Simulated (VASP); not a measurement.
Mo3Si (A15) relaxed at rising pressure, in one space group throughout; other phases were not tried. The pressures are those reached. Level of theory: LDA (Ceperley-Alder, Perdew-Zunger), VASP's LDA PAW potentials (set 64) (plane waves; VASP).

```tsv
P (GPa)	V (Å³/atom)	k-mesh
0.00	14.163	7×7×7
4.90	13.926	7×7×7
9.89	13.705	7×7×7
19.96	13.309	7×7×7
29.97	12.966	7×7×7
```

### Question
Fit an equation of state and predict the volume at 44.88 GPa.

### Answer
Least squares on the third-order Birch-Murnaghan form, P = (3B0/2)(y⁷ − y⁵)[1 + (3/4)(B′ − 4)(y² − 1)] with y = (V0/V)^(1/3), gives V0 = 14.163 Å³/atom, B0 = 281 GPa and B′ = 4.3, and so 12.527 Å³/atom. The run gave 12.525 Å³/atom, -0.0 % from the fit.

Pressures at which the relaxation failed are left out.

The compound is Mo3Si in the A15 structure.
